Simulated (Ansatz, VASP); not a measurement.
## Ge (Germanium): VASP beside Ansatz

One calculation is typed for both programs; each brings its own data sets. How far apart do they land? The cell is taken from a series of runs on this material, whose earlier steps may have relaxed, scaled, displaced or heated it; both programs get it as it stands.

Calculated with Ansatz 0.2.0; plane waves, with VASP 6.6.1 beside it; zone-centre phonons at PBEsol.

### Step 1. Set-up

It takes space group R-3m (No. 166, trigonal). The conventional cell has a = 4.094 Å, b = 4.094 Å, c = 9.755 Å, α = 90.00°, β = 90.00°, γ = 120.00°. Nearest to Ge lie 4 Ge at 2.46 to 2.49 Å.

Coordinates:

```cif
data_structure
_symmetry_space_group_name_H-M 'R-3m:H'
_symmetry_Int_Tables_number 166
_cell_length_a 4.0936
_cell_length_b 4.0936
_cell_length_c 9.7545
_cell_angle_alpha 90.000
_cell_angle_beta 90.000
_cell_angle_gamma 120.000
_cell_volume 141.56
loop_
_atom_site_label
_atom_site_type_symbol
_atom_site_symmetry_multiplicity
_atom_site_Wyckoff_symbol
_atom_site_fract_x
_atom_site_fract_y
_atom_site_fract_z
_atom_site_occupancy
Ge1 Ge 6 c 0.33333 0.66667 0.04042 1
```

### Step 2. VASP: zone-centre phonons, PBEsol

Second derivatives magnify differences that forces hide, and they need a tight electronic threshold.

Lines of VASP's logs that name or quote its potential files are left out, and so is its time.

INCAR reads:

```
SYSTEM = Ge
PREC = Accurate
ENCUT = 500
EDIFF = 1E-08
NELM = 120
ISMEAR = 1
SIGMA = 0.2
LREAL = .FALSE.
ALGO = Normal
GGA = PS
NBANDS = 20
LORBIT = 11
LWAVE = .FALSE.
LCHARG = .FALSE.
ISIF = 2
IBRION = 8
LASPH = .TRUE.
GGA_COMPAT = .FALSE.
KPAR = 2
```

POSCAR reads:

```
Ge
1.0
   -0.0524829561      2.8421372777      2.8421372777
    2.8421372777     -0.0524829561      2.8421372777
    2.8421372777      2.8421372777     -0.0524829561
Ge
2
Direct
    0.4987508900      0.4987508900      0.4987508900
    0.7512491100      0.7512491100      0.7512491100
```

KPOINTS reads:

```
Automatic mesh
0
Gamma
16 16 16
0 0 0
```

The projector-augmented-wave data sets are Ge_d (PBE family, release 64).

Started as:

```
$ mpirun -np 2 vasp_std
```

Numbers of over 12 decimals in the logs are rounded to 6 here.

The log of the run:

```text
[banner, memory and clock lines left out]
running    2 mpi-ranks, on    1 nodes
 distrk:  each k-point on    1 cores,    2 groups
 distr:  one band on    1 cores,    1 groups

 POSCAR found type information on POSCAR Ge
 POSCAR found :  1 types and       2 ions
|                                                                             |
|               ----> ADVICE to this user running VASP <----                  |
|                                                                             |
|     You enforced a specific xc type in the INCAR file but a different       |
|     [... a line on the potential file left out ...]
|     I HOPE YOU KNOW WHAT YOU ARE DOING!                                     |
|                                                                             |

 LDA part: xc-table for (Slater+PW92), standard interpolation
 POSCAR, INCAR and KPOINTS ok, starting setup
 FFT: planning ... GRIDC
 FFT: planning ... GRID_SOFT
 FFT: planning ... GRID
 WAVECAR not read
 entering main loop
       N       E                     dE             d eps       ncg     rms          rms(c)
DAV:   1     0.183352785790E+03    0.18335E+03   -0.14661E+04 17980   0.369E+03
DAV:   2     0.158797365789E+02   -0.16747E+03   -0.16320E+03 16732   0.587E+02
DAV:   3    -0.916620043306E+01   -0.25046E+02   -0.24877E+02 18788   0.145E+02
DAV:   4    -0.997825838456E+01   -0.81206E+00   -0.81147E+00 18780   0.307E+01
DAV:   5    -0.999190238841E+01   -0.13644E-01   -0.13644E-01 18660   0.435E+00    0.307E+00
DAV:   6    -0.989979867508E+01    0.92104E-01   -0.34846E-02 22184   0.242E+00    0.175E+00
DAV:   7    -0.985571460540E+01    0.44084E-01   -0.56477E-02 17668   0.251E+00    0.154E-01
DAV:   8    -0.985663599698E+01   -0.92139E-03   -0.68077E-03 18928   0.119E+00    0.523E-02
DAV:   9    -0.985675461350E+01   -0.11862E-03   -0.25546E-04 18828   0.219E-01    0.113E-02
DAV:  10    -0.985676933141E+01   -0.14718E-04   -0.22929E-05 20184   0.406E-02    0.540E-03
DAV:  11    -0.985677027449E+01   -0.94308E-06   -0.41242E-06 21944   0.253E-02    0.141E-03
DAV:  12    -0.985677017742E+01    0.97074E-07   -0.65728E-07 21792   0.134E-02    0.709E-04
DAV:  13    -0.985677021154E+01   -0.34122E-07   -0.59401E-08 20856   0.331E-03    0.183E-04
DAV:  14    -0.985677019811E+01    0.13428E-07   -0.74865E-09 11588   0.170E-03    0.612E-05
DAV:  15    -0.985677018862E+01    0.94933E-08   -0.14530E-09  9828   0.374E-04
   1 F= -.98567702E+01 E0= -.98568735E+01  d E =0.309866E-03
 Linear response reoptimize wavefunctions to high precision
DAV:   1    -0.985677018853E+01    0.83674E-10   -0.18567E-10  9924   0.163E-04
 Linear response DOF=           1
 Linear response progress:
  Degree of freedom:   1/  1
       N       E                     dE             d eps       ncg     rms          rms(c)
RMM:   1    -0.186926357275E+00   -0.18693E+00    0.81643E+00 53934   0.444E+01
RMM:   2    -0.194044788360E+00   -0.71184E-02   -0.12570E-02 71268   0.104E+00    0.706E-02
RMM:   3    -0.194045387613E+00   -0.59925E-06   -0.88408E-04 74930   0.306E-01    0.408E-02
RMM:   4    -0.193932537415E+00    0.11285E-03   -0.57085E-05 80201   0.792E-02    0.453E-03
RMM:   5    -0.193932665951E+00   -0.12854E-06   -0.48833E-06 77249   0.177E-02    0.224E-03
RMM:   6    -0.193938380958E+00   -0.57150E-05   -0.23634E-07 78533   0.494E-03    0.312E-04
RMM:   7    -0.193937527291E+00    0.85367E-06   -0.10501E-07 80762   0.157E-03    0.187E-04
RMM:   8    -0.193936575620E+00    0.95167E-06   -0.56533E-09 81903   0.567E-04    0.427E-05
RMM:   9    -0.193936486479E+00    0.89141E-07   -0.19864E-08 79042   0.242E-04    0.186E-05
RMM:  10    -0.193936642851E+00   -0.15637E-06   -0.19627E-08 82594   0.107E-04    0.633E-06
RMM:  11    -0.193936673451E+00   -0.30600E-07   -0.17992E-08 84325   0.557E-05    0.320E-06
RMM:  12    -0.193936708653E+00   -0.35202E-07   -0.90650E-09 83680   0.345E-05    0.113E-06
RMM:  13    -0.193936711455E+00   -0.28018E-08    0.33329E-10 67140   0.247E-05    0.550E-07
 first order change of Fermi-energy  -0.87475E+00
 force on displaced ion       1 direction 1 :  -9.917  -0.189  -0.189
 Linear response finished
```

Parts of OUTCAR (step 2):

```text
ion  position               nearest neighbor table
   1  0.499  0.499  0.499-   2 2.46   2 2.49   2 2.49   2 2.49
   2  0.751  0.751  0.751-   1 2.46   1 2.49   1 2.49   1 2.49

  LATTYP: Found a trigonal (rhomboedric) cell.
 ALAT       =     4.0197317163
 COS(alpha) =     0.4814518967

 Subroutine GETGRP returns: Found 12 space group operations
 (whereof  6 operations were pure point group operations)

The static configuration has the point symmetry C_3v.
 The point group associated with its full space group is D_3d.

 Found    417 irreducible k-points:

   k-points           NKPTS =    417   k-points in BZ     NKDIM =    417   number of bands    NBANDS=     20

   dimension x,y,z NGX =    30 NGY =   30 NGZ =   30
   dimension x,y,z NGXF=    60 NGYF=   60 NGZF=   60

   ENCUT  =  500.0 eV  36.75 Ry    6.06 a.u.   7.33  7.33  7.33*2*pi/ulx,y,z

   NELECT =      28.0000    total number of electrons

 k-points in reciprocal lattice and weights: Automatic mesh
   0.00000000  0.00000000  0.00000000       0.000
   0.06250000  0.00000000  0.00000000       0.001
   0.12500000  0.00000000  0.00000000       0.001
   0.18750000  0.00000000  0.00000000       0.001
   0.25000000  0.00000000  0.00000000       0.001
   0.31250000 -0.00000000 -0.00000000       0.001
   0.37500000  0.00000000  0.00000000       0.001
   0.43750000  0.00000000  0.00000000       0.001
   0.50000000  0.00000000  0.00000000       0.001
[...]
-0.43750000  0.50000000  0.43750000       0.001
   0.50000000  0.50000000  0.50000000       0.000

 average (electrostatic) potential at core
       1 -74.5227       2 -74.5227

  Total       -0.6152023     -0.6152023     -0.6152023      0.2903415      0.2903415      0.2903415
  in kB      -20.8880914    -20.8880914    -20.8880914      9.8580242      9.8580242      9.8580242
  external PRESSURE =     -20.8880914 kB  Pullay stress =       0.0000000 kB

  energy-cutoff  :      500.00
  volume of cell :       47.19
      direct lattice vectors                 reciprocal lattice vectors
    -0.052482956  2.842137278  2.842137278    -0.171124512  0.174343950  0.174343950
     2.842137278 -0.052482956  2.842137278     0.174343950 -0.171124512  0.174343950
     2.842137278  2.842137278 -0.052482956     0.174343950  0.174343950 -0.171124512

 POSITION                                       TOTAL-FORCE (eV/Angst)
 -----------------------------------------------------------------------------------
      2.80886      2.80886      2.80886         0.000126      0.000126      0.000126
      4.23088      4.23088      4.23088        -0.000126     -0.000126     -0.000126
 -----------------------------------------------------------------------------------
    total drift:                                0.000000      0.000000      0.000000

 Eigenvectors and eigenvalues of the dynamical matrix
 ----------------------------------------------------

   1 f  =    8.325275 THz    52.309244 2PiTHz  277.701273 cm-1    34.430554 meV
             X         Y         Z           dx          dy          dz
      2.808861  2.808861  2.808861     0.408248    0.408248    0.408248
      4.230878  4.230878  4.230878    -0.408248   -0.408248   -0.408248

   2 f  =    8.092385 THz    50.845956 2PiTHz  269.932917 cm-1    33.467401 meV
             X         Y         Z           dx          dy          dz
      2.808861  2.808861  2.808861    -0.500000    0.500000   -0.000000
      4.230878  4.230878  4.230878     0.500000   -0.500000   -0.000000

   3 f  =    8.092385 THz    50.845956 2PiTHz  269.932917 cm-1    33.467401 meV
             X         Y         Z           dx          dy          dz
      2.808861  2.808861  2.808861     0.288675    0.288675   -0.577350
      4.230878  4.230878  4.230878    -0.288675   -0.288675    0.577350

   4 f  =    0.000000 THz     0.000000 2PiTHz    0.000002 cm-1     0.000000 meV
             X         Y         Z           dx          dy          dz
      2.808861  2.808861  2.808861     0.439794   -0.496914    0.244249
      4.230878  4.230878  4.230878     0.439794   -0.496914    0.244249

   5 f/i=    0.000000 THz     0.000000 2PiTHz    0.000001 cm-1     0.000000 meV
             X         Y         Z           dx          dy          dz
      2.808861  2.808861  2.808861    -0.551489   -0.365288    0.249848
      4.230878  4.230878  4.230878    -0.551489   -0.365288    0.249848

   6 f/i=    0.000000 THz     0.000001 2PiTHz    0.000004 cm-1     0.000000 meV
             X         Y         Z           dx          dy          dz
      2.808861  2.808861  2.808861     0.049401    0.345892    0.614751
      4.230878  4.230878  4.230878     0.049401    0.345892    0.614751

 ELASTIC MODULI CONTR FROM IONIC RELAXATION (kBar)
 Direction    XX          YY          ZZ          XY          YZ          ZX
 --------------------------------------------------------------------------------
 XX          -1.0682     -1.0153     -1.0153     -7.1720    -10.1025     -7.4680
 YY          -1.0153     -1.0682     -1.0153     -7.4680     -7.1720    -10.1025
 ZZ          -1.0153     -1.0153     -1.0682    -10.1025     -7.4680     -7.1720
 XY          -7.1720     -7.4680    -10.1025   -164.2192    -16.6715    -16.6715
 YZ         -10.1025     -7.1720     -7.4680    -16.6715   -164.2192    -16.6715
 ZX          -7.4680    -10.1025     -7.1720    -16.6715    -16.6715   -164.2192
 --------------------------------------------------------------------------------
```

### Step 3. Ansatz: zone-centre phonons, PBEsol

Ansatz runs on its PAW soft_1 files.

The same cell, functional, mesh and smearing now go to Ansatz, which takes its cutoff from its data sets.

input.yaml reads:

```yaml
crystal:
  lattice:
    - [-0.0524829561, 2.8421372777, 2.8421372777]
    - [2.8421372777, -0.0524829561, 2.8421372777]
    - [2.8421372777, 2.8421372777, -0.0524829561]
  atoms:
    - { symbol: Ge, position: [0.49875089, 0.49875089, 0.49875089] }
    - { symbol: Ge, position: [0.75124911, 0.75124911, 0.75124911] }
kpoints:
  mp_grid: { grid: [16, 16, 16] }
hamiltonian:
  xc: pbesol
  pseudopotentials: { kind: paw, azcp: { folder: soft_1 }, xc_functional: pbe }
scf:
  occupations: { method: methfessel_paxton, width: 0.2 }
output:
  eigenvalues: true
phonons:
  method: dfpt
```

Started as:

```
$ ansatz run input.yaml --threads 4 --pin off --max-ram 10240MiB --backend cpu --events-out ev --progress --plain --runs-dir out
```

The log of the run:

```text
Engine: ansatz 0.2.0, aarch64-unknown-linux-gnu
Pseudopotentials: kind: paw
Pseudopotential: Ge, paw, valence charge 14, recommended cutoff 420 eV (normal), soft_1/Ge.paw.azcp
Functional definition: PBEsol
  exchange = pbesol_x
  correlation = pbesol_c
Crystal: 2 atoms, lattice volume = 47.188 Å³
Basis set: ecut = 420 eV, 929 PW (Γ), exchange–correlation on 64×64×64 points (8 copies of the dense FFT grid, shifted against one another)
Bands: 18, of which v1, the nominal top of the filled ones, is band 14 counted from 1 (13 counted from 0)
Symmetry: 12 space group operations
k-points: 1098 of 4096 (irreducible under 2 space group operations, time reversal used)
Non-local potential: Ge, projectors of the file, l = 0: 2, l = 1: 2, l = 2: 3, l = 3: 1
PAW form: soft (Blöchl's): semilocal exchange-correlation on the pseudo side does not see the compensation charge
PAW frozen core: Ge, regenerated for the run's functional, and the local potential with it (the file was generated under x = pbe(κ = 0.804, μ = 0.219515), c = pbe(β = 0.066725))
PAW one-centre angular grid: Ge, 590 points (default); XC on 64 Gauss nodes
Initial density: superposition of atomic densities (chi_scale 0.1, normalization cell)
Initial wavefunctions: pseudopotential atomic-orbital guess
Functional: x = pbesol(κ = 0.804, μ = 0.123457), c = pbesol(β = 0.046)
SCF iter   1: F=—  HF=-8507.055584 eV  |F-HF|=—  |Δ(HF+E_count)|=         —  Δρ=3.34e-2  dr2=4.20e-1  ethr=3.10e-3  ⟨swp⟩=5.1  Hψ=87490  notcnv=0
preconditioner: auto → Kerker (q_TF=auto, 2.501 Å⁻¹)  [metal: Δε(μ)=0.105 eV  Ē_g=23.103 eV  σ=0.200 eV  W_gap=0.39  n_scr=14 (ndim 8)  ℏωp=28.6 eV  f_vac=0.000  D(μ)=0.05/eV (n_scr^D=0)]
SCF iter   2: F=—  HF=-8507.029962 eV  |F-HF|=—  |Δ(HF+E_count)|=   2.56e-2  S|Δr|=    0.00e0  Δρ=2.18e-2  dr2=2.10e-1  ethr=1.50e-3  ⟨swp⟩=1.0  Hψ=28548  notcnv=0
SCF iter   3: F=—  HF=-8506.989245 eV  |F-HF|=—  |Δ(HF+E_count)|=   4.07e-2  S|Δr|=    0.00e0  Δρ=3.64e-3  dr2=1.17e-2  ethr=7.50e-4  ⟨swp⟩=1.1  Hψ=19843  notcnv=0
SCF iter   4: F=—  HF=-8506.988844 eV  |F-HF|=—  |Δ(HF+E_count)|=   4.01e-4  S|Δr|=    0.00e0  Δρ=2.49e-3  dr2=4.30e-3  ethr=4.16e-5  ⟨swp⟩=2.0  Hψ=34187  notcnv=0
SCF iter   5: F=—  HF=-8506.989743 eV  |F-HF|=—  |Δ(HF+E_count)|=   8.99e-4  S|Δr|=    0.00e0  Δρ=5.87e-4  dr2=2.07e-4  ethr=1.54e-5  ⟨swp⟩=2.0  Hψ=35142  notcnv=0
SCF iter   6: F=—  HF=-8506.989900 eV  |F-HF|=—  |Δ(HF+E_count)|=   1.57e-4  S|Δr|=    0.00e0  Δρ=1.15e-4  dr2=5.14e-6  ethr=7.39e-7  ⟨swp⟩=2.0  Hψ=35184  notcnv=0
SCF iter   7: F=—  HF=-8506.989915 eV  |F-HF|=—  |Δ(HF+E_count)|=   1.50e-5  S|Δr|=    0.00e0  Δρ=2.40e-5  dr2=2.34e-7  ethr=1.84e-8  ⟨swp⟩=2.0  Hψ=35191  notcnv=0
SCF iter   8: F=—  HF=-8506.989916 eV  |F-HF|=—  |Δ(HF+E_count)|=   3.08e-7  S|Δr|=    0.00e0  Δρ=5.32e-6  dr2=1.89e-8  ethr=8.37e-10  ⟨swp⟩=2.0  Hψ=35188  notcnv=0
SCF iter   9: F=—  HF=-8506.989916 eV  |F-HF|=—  |Δ(HF+E_count)|=   2.36e-8  S|Δr|=    0.00e0  Δρ=2.02e-6  dr2=3.51e-9  ethr=6.74e-11  ⟨swp⟩=2.0  Hψ=24134  notcnv=0
SCF iter  10: F=—  HF=-8506.989916 eV  |F-HF|=—  |Δ(HF+E_count)|=   1.64e-9  S|Δr|=    0.00e0  Δρ=4.77e-7  dr2=1.60e-10  ethr=1.25e-11  ⟨swp⟩=2.0  Hψ=24176  notcnv=0
SCF iter  11: F=-8506.989916 eV  HF=-8506.989916 eV  |F-HF|=1.09e-11  |Δ(HF+E_count)|=  1.95e-10  S|Δr|=    0.00e0  Δρ=1.61e-7  dr2=7.88e-12  ethr=1.00e-12  ⟨swp⟩=4.0  Hψ=92624  notcnv=0
SCF 1 converged in 11 iterations: F = -8506.989916 eV  dr2 = 7.88e-12
  greatest PAW one-centre occupation: 0.998 electrons in one spin orbital (limit 2), on the Ge atom at site 1 (counted from 0), in its partial waves of l = 2
DFPT response loops at Γ: preconditioner auto → Kerker (q_TF=auto, 2.501 Å⁻¹) (partly filled bands, converged f_vac=0.069); β = 1.00, the filter's whole step (`scf.mixing.beta` (0.50) is not read by the response loops under this deck's `scf.mixing.preconditioner`; to damp them name `kerker` or `kerker_dos`, under which they read `scf.mixing.beta`, and type it under 1.00, their step now; both keys bind the ground state too); Broyden in place of MSR1
SCF converged after 11 iterations
Stability not checked: this state was not tested for a lower state beside it, because cold or Methfessel-Paxton smearing, or corrected tetrahedra, fill the levels in a way that the test cannot read (fill_not_monotonic; see scf.lower_state_search)
Free energy (F): -8506.989916 eV
Harris-Foulkes:  -8506.989916 eV  (|F-HF|=1.09e-11)
Internal energy: -8506.990222 eV  (E = F + TS)
E sigma→0 (E₀):  -8506.989992 eV
Entropy (-TS):   0.000306 eV (0.153 meV/atom)
Fermi energy:    7.872122 eV
--- Per-component energies (eV) ---
  E_band       = -316.756231
  E_kinetic    = 184.727376
  E_local      = -4563.024587  (includes V_loc(G=0)·N_el)
  E_nonlocal   = 438.245346
  E_hartree    = 2167.756366
  E_xc         = -141.730169
  E_vxc        = -129.706275  (∫ρ·V_xc dr)
  E_paw        = -3944.326510  (= ΣΔE_a)
  E_vpaw       = -582.510830  (= ΣTr[D̂ρ^β])
  E_aug_tail   = 0.000032  (compensation charges beyond the density's cutoff)
  E_ewald      = -2650.473951
  E_core_change = 1.835876  (= ΣΔE_core)
  E_smearing   = 0.000306  (= −TS)
  E_closure    = -0.000000  (closes the sum)
  Σ components = -8506.989916   (vs F -8506.989916, Δ=0.00e0)
--- Band table (eV; the first three rows and the last of 1098) ---
  k-point 0: bands = [... 10 lower, -4.6093, 7.4600, 7.8041, 7.8041, 8.0141, 10.2989, 10.2989, 10.5901]
  k-point 1: bands = [... 10 lower, -4.5640, 6.5357, 7.7161, 7.8995, 8.4608, 10.4212, 10.5014, 10.6868]
  k-point 2: bands = [... 10 lower, -4.4289, 5.3799, 7.5027, 7.6691, 8.7202, 10.7230, 10.9266, 11.1896]
  k-point 1097: bands = [... 10 lower, -2.4820, 0.4579, 6.3931, 6.3931, 7.6017, 11.4373, 11.4373, 14.6457]
--- Phonons (Γ-DFPT): 1 representative perturbation + reference, on 1098 of 4096 k-points (Σ response iterations 3) ---
  k mesh reduced under 2 symmetry operations, with k and −k counted as one. Each operation leaves every solved perturbation unchanged. A smaller set is not used because it would not reduce the number of displacements times k-points to solve
  ASR residual: 1.095e-5 → 0.000e0 eV/Å²; symmetrization residual: 8.260e-13 eV/Å²
  ASR residual per site (eV/Å²): 1.09e-5 1.09e-5
  Γ frequencies (cm⁻¹): 0.00 0.00 0.00 270.71 270.71 277.79
  non-analytic LO–TO correction: not included (Born effective charges unavailable; polar crystals: no LO–TO splitting at Γ)
```

The column dr2 measures how far the density is from self-consistency, as an energy; F and HF (Harris–Foulkes) agree once it is small.

### Step 4. Comparison

Known differences besides the potentials themselves: the cutoff is 420 eV in Ansatz and 500 eV in VASP; Ansatz makes its cores anew for this functional, VASP keeps those of its PBE data sets. Total energies have different zeros and are not compared.

Both answers:

| quantity | Ansatz | VASP | difference |
| --- | --- | --- | --- |
| optical mode 1 to 2 (cm⁻¹) | 270.7 | 269.9 | +0.29 % |
| optical mode 3 (cm⁻¹) | 277.8 | 277.7 | +0.03 % |

Modes are paired by rising frequency, not by their patterns, so a pair may set unlike modes beside each other; they are those without the splitting of longitudinal modes.

### Step 5. What came out

- r.m.s. difference of the optical zone-centre modes, each program's sorted by frequency (zone-centre phonons, PBEsol): 0.64 cm⁻¹

In words: The r.m.s. difference of the optical zone-centre modes, each program's sorted by frequency is 0.64 cm⁻¹ (zone-centre phonons, PBEsol). Such differences can come from data sets, numerical settings and the points named under the comparisons, not from the functional's error against experiment.

[Lines on the potential files, build, host, timing and source positions are cut from VASP's logs without a mark.]

[Logs are printed without paths, hosts, clocks, repeated set-up lines and the standing remarks that a program may print on its own settings, such as how far it seeks lower states.]

[Hosts, paths, dates, database ids (printed as entryN), source tags and the programs' standing remarks are cut or masked in the printed files.]
